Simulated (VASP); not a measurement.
NaI (rock salt) relaxed at rising pressure, in one space group throughout; other phases were not tried. The pressures are those reached. These are PBEsol GGA, VASP's PBE PAW potentials (set 64) (plane waves; VASP) values and carry that method's errors.

| P (GPa) | V (Å³/atom) | k-mesh |
|---|---|---|
| 0.09 | 32.707 | 7×7×7 |
| 5.00 | 27.271 | 8×8×8 |
| 10.00 | 24.561 | 8×8×8 |
| 19.88 | 21.543 | 8×8×8 |
| 30.03 | 19.655 | 9×9×9 |

A change of mesh leaves a small step in the series.

Q: Fit an equation of state and predict the volume at 44.94 GPa.

A: Least squares on the third-order Birch-Murnaghan form, P = (3B0/2)(y⁷ − y⁵)[1 + (3/4)(B′ − 4)(y² − 1)] with y = (V0/V)^(1/3), gives V0 = 32.845 Å³/atom, B0 = 17 GPa and B′ = 4.6, and so 17.851 Å³/atom. The run gave 17.827 Å³/atom, -0.1 % from the fit.

Pressures at which the relaxation failed are left out.

The compound is NaI in the rock salt structure.
